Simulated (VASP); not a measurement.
An input for Ansatz (written as the equivalent of a VASP run, and not itself run):

Ansatz 0.2 input:
```yaml
crystal:
  lattice:
    - [3.7927268, 0.0000000, 0.0000000]
    - [0.0000000, 3.7927268, 0.0000000]
    - [0.0000000, 0.0000000, 3.7927268]
  atoms:
    - { symbol: Ba, position: [0.0000000, 0.0000000, 0.0000000] }
    - { symbol: Te, position: [0.5000000, 0.5000000, 0.5000000] }
kpoints:
  mp_grid: { grid: [10, 10, 10] }
hamiltonian:
  xc: pbesol
  pseudopotentials: { kind: paw }
scf:
  occupations: { method: methfessel_paxton, width: 0.1 }
  max_iter: 100
relax:
  max_steps: 40
  f_tol: 0.02
  cell: { p_target: 30 }
output: { forces: true, stress: true, eigenvalues: true }
```

Task: Translate this input to VASP (INCAR, KPOINTS, POSCAR, choice of POTCAR).

Result: This is not unique; one that fits is 
**INCAR**
```
SYSTEM = BaTe
PREC = Accurate; ENCUT = 500; LREAL = F
LASPH = T
EDIFF = 1E-6; NELM = 100; ALGO = Normal
LMAXMIX = 4
ISMEAR = 1; SIGMA = 0.1
GGA = PS
IBRION = 2; NSW = 40; ISIF = 3
EDIFFG = -0.02; PSTRESS = 300
LWAVE = F; LCHARG = F
```

KPOINTS:
```
Automatic mesh
0
Gamma
10 10 10
0 0 0
```

File POSCAR:
```
BaTe
1
    3.7927268091     0.0000000000     0.0000000000
   -0.0000000000     3.7927268091     0.0000000000
   -0.0000000000    -0.0000000000     3.7927268091
Ba Te
1 1
Direct
  0.0000000000   0.0000000000   0.0000000000
  0.5000000000   0.5000000000   0.5000000000
```

POTCAR, in this order: Ba_sv Te (PBE.64 set). Program: vasp_std.

The two are equivalent in intent, not identical: each code has its own PAW files, so the cut-off isn't converted (ENCUT is set for VASP's; basis.ecutwfc is left out, and Ansatz then takes the one that its files recommend); Ansatz stops its SCF on the density residual and VASP on the energy change (EDIFF).

The structure was generated: BaTe was put into the CsCl type type (Pm-3m), which need not be its known phase. This run relaxes it under an external pressure of 30 GPa. Symmetry was kept, so distortions that lower it aren't found.
